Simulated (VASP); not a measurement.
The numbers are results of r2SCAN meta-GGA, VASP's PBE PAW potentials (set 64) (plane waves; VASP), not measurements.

VASP ran on this input.

### POSCAR
```
MgS
6.4279020
  0.6268573021   0.0000000000   0.0000000000
 -0.3134286510   0.5428742839   0.0000000000
  0.0000000000   0.0000000000   0.9999999397
Mg S
2 2
direct
  0.6666670000   0.3333330000   0.4963882486
  0.3333330000   0.6666670000   0.9963882486
  0.3333330000   0.6666670000   0.3786017514
  0.6666670000   0.3333330000   0.8786017514
```

File KPOINTS:
```
Automatic mesh
0
Gamma
7 7 4
0 0 0
```

**INCAR**
```
SYSTEM  =  MgS
PREC  =  Accurate; ENCUT  =  400; LREAL  =  .False.
LASPH  =  .True.
EDIFF  =  1E-7; NELM  =  100; ALGO  =  Normal
LMIXTAU  =  .True.
ISMEAR  =  -5
METAGGA  =  R2SCAN
ISIF  =  2
LWAVE  =  .False.; LCHARG  =  .False.; LORBIT  =  11
NEDOS  =  601
LEFG  =  .True.
```

### KPOINTS_OPT
```
k-points along high-symmetry lines
6
Line-mode
Reciprocal
  0.000000   0.000000   0.000000 ! GAMMA
  0.500000   0.000000   0.000000 ! M

  0.500000   0.000000   0.000000 ! M
  0.333333   0.333333   0.000000 ! K

  0.333333   0.333333   0.000000 ! K
  0.000000   0.000000   0.000000 ! GAMMA

  0.000000   0.000000   0.000000 ! GAMMA
  0.000000   0.000000   0.500000 ! A

  0.000000   0.000000   0.500000 ! A
  0.500000   0.000000   0.500000 ! L

  0.500000   0.000000   0.500000 ! L
  0.333333   0.333333   0.500000 ! H

  0.333333   0.333333   0.500000 ! H
  0.000000   0.000000   0.500000 ! A

  0.500000   0.000000   0.500000 ! L
  0.500000   0.000000   0.000000 ! M

  0.333333   0.333333   0.500000 ! H
  0.333333   0.333333   0.000000 ! K
```

POTCAR, in this order: Mg S (PBE.64 set). Program: vasp_std.

What VASP printed:

File OSZICAR:
```
       N       E                     dE             d eps       ncg     rms          rms(c)
DAV:   1     0.468914012563E+02    0.46891E+02   -0.54726E+03   576   0.904E+02
DAV:   2    -0.292025312489E+02   -0.76094E+02   -0.72305E+02   920   0.157E+02
DAV:   3    -0.343958852077E+02   -0.51934E+01   -0.51772E+01   732   0.475E+01
DAV:   4    -0.344664752580E+02   -0.70590E-01   -0.70548E-01   716   0.702E+00
DAV:   5    -0.344679076406E+02   -0.14324E-02   -0.14322E-02   728   0.970E-01    0.595E+00
DAV:   6    -0.320117023451E+02    0.24562E+01   -0.31387E+00   608   0.108E+01    0.634E+00
DAV:   7    -0.306040699057E+02    0.14076E+01   -0.21504E-01   600   0.424E+00    0.406E+00
DAV:   8    -0.318415023545E+02   -0.12374E+01   -0.14070E+00   612   0.769E+00    0.121E+00
DAV:   9    -0.308600417599E+02    0.98146E+00   -0.29154E-01   588   0.438E+00    0.591E-01
DAV:  10    -0.309631227066E+02   -0.10308E+00   -0.15725E-01   592   0.362E+00    0.194E-01
DAV:  11    -0.309218863231E+02    0.41236E-01   -0.26039E-02   600   0.209E+00    0.513E-01
DAV:  12    -0.309174068629E+02    0.44795E-02   -0.49498E-04   744   0.235E-01    0.446E-01
DAV:  13    -0.309340867459E+02   -0.16680E-01   -0.11449E-02   588   0.102E+00    0.864E-02
DAV:  14    -0.309344706367E+02   -0.38389E-03   -0.35146E-04   696   0.184E-01    0.628E-02
DAV:  15    -0.309351812050E+02   -0.71057E-03   -0.88615E-05   596   0.127E-01    0.513E-02
DAV:  16    -0.309351690909E+02    0.12114E-04   -0.11259E-04   600   0.137E-01    0.220E-02
DAV:  17    -0.309353393685E+02   -0.17028E-03   -0.65610E-05   592   0.110E-01    0.337E-02
DAV:  18    -0.309352377818E+02    0.10159E-03   -0.18447E-05   616   0.548E-02    0.161E-02
DAV:  19    -0.309352763521E+02   -0.38570E-04   -0.20736E-06   732   0.104E-02    0.161E-03
DAV:  20    -0.309352693723E+02    0.69798E-05   -0.82985E-07   608   0.115E-02    0.109E-03
DAV:  21    -0.309352719018E+02   -0.25295E-05   -0.33071E-08   396   0.192E-03    0.954E-04
DAV:  22    -0.309352675768E+02    0.43250E-05   -0.61501E-08   400   0.302E-03    0.645E-04
DAV:  23    -0.309352678512E+02   -0.27441E-06   -0.26983E-08   320   0.152E-03    0.173E-04
DAV:  24    -0.309352669025E+02    0.94872E-06   -0.49922E-09   308   0.774E-04    0.203E-04
DAV:  25    -0.309352669345E+02   -0.32022E-07   -0.99258E-10   312   0.326E-04
   1 F= -.30935267E+02 E0= -.30935267E+02  d E =0.000000E+00
       N       E                     dE             ncg
       N       E                     dE             ncg
       N       E                     dE             ncg
```

File OUTCAR:
```
------------------------ aborting loop because EDIFF is reached ----------------------------------------
  FORCE on cell =-STRESS in cart. coord.  units (eV):
  Direction    XX          YY          ZZ          XY          YZ          ZX
  --------------------------------------------------------------------------------------
  Total       -0.0517745     -0.0517745      0.0011292     -0.0000000     -0.0000000      0.0000000
  in kB       -0.9178059     -0.9178057      0.0200174     -0.0000000     -0.0000000      0.0000000
  external PRESSURE =      -0.6051981 kB  Pullay stress =       0.0000000 kB
  volume of cell :       90.38
      direct lattice vectors                 reciprocal lattice vectors
     4.029377306  0.000000000  0.000000000     0.248177305  0.143285251  0.000000000
    -2.014688653  3.489542695  0.000000000     0.000000000  0.286570501  0.000000000
     0.000000000  0.000000000  6.427901613     0.000000000  0.000000000  0.155571765
 POSITION                                       TOTAL-FORCE (eV/Angst)
 -----------------------------------------------------------------------------------
      2.01469      1.16318      3.19073        -0.000000      0.000000      0.018791
     -0.00000      2.32636      6.40469        -0.000000     -0.000000      0.018791
     -0.00000      2.32636      2.43361         0.000000      0.000000     -0.018791
      2.01469      1.16318      5.64757         0.000000     -0.000000     -0.018791
 -----------------------------------------------------------------------------------
    total drift:                               -0.000967      0.000558      0.000914
  FREE ENERGIE OF THE ION-ELECTRON SYSTEM (eV)
  ---------------------------------------------------
  free  energy   TOTEN  =       -30.9352669345 eV

  energy  without entropy=      -30.9352669345  energy(sigma->0) =      -30.93526693

 total charge

# of ion       s       p       d       tot
------------------------------------------
    1        0.152   0.142   0.037   0.330
    2        0.152   0.142   0.037   0.330
    3        1.297   2.537   0.000   3.834
    4        1.297   2.537   0.000   3.834
--------------------------------------------------
tot          2.898   5.358   0.073   8.329
```
(Selected blocks of OUTCAR.)

The structure comes from a computed database's MgS entry (P6_3mc); how it stands against other phases isn't given here. It was relaxed first.
